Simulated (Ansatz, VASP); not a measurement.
**RhN: VASP beside Ansatz**

```
Rh N
1.0
     2.58184    0.00000    0.00000
     0.00000    2.58184    0.00000
     0.00000    0.00000    2.58184
Rh N
1 1
Direct
  0.00000 0.00000 0.00000
  0.50000 0.50000 0.50000
```

Change from the starting cell: volume scaled by 0.92, LAPW.

Alike in both runs: task single point; functional LDA; k mesh 15 × 15 × 15; occupations fermi-dirac, width 0.1 eV; no spin polarisation.

|  | VASP | Ansatz |
| --- | --- | --- |
| version | VASP 6.6.1 | Ansatz 0.2.0 |
| potentials or method | VASP PAW LDA potentials, release 64 (Rh_pv, N), cutoff 520 eV | all-electron LAPW, scalar-relativistic |

Ansatz gave:

| Quantity | Value |
| --- | --- |
| pressure (GPa) | 33.0 |

Question: What did VASP give for the same quantities?

Answer: Pressure (GPa): 34.0.

Ansatz ran all-electron here, so the differences hold the error of VASP's frozen core and of both bases.

Caveats: so large a pressure means that the cell lies far from this level's equilibrium, or that cutoff or potentials fall short (VASP).
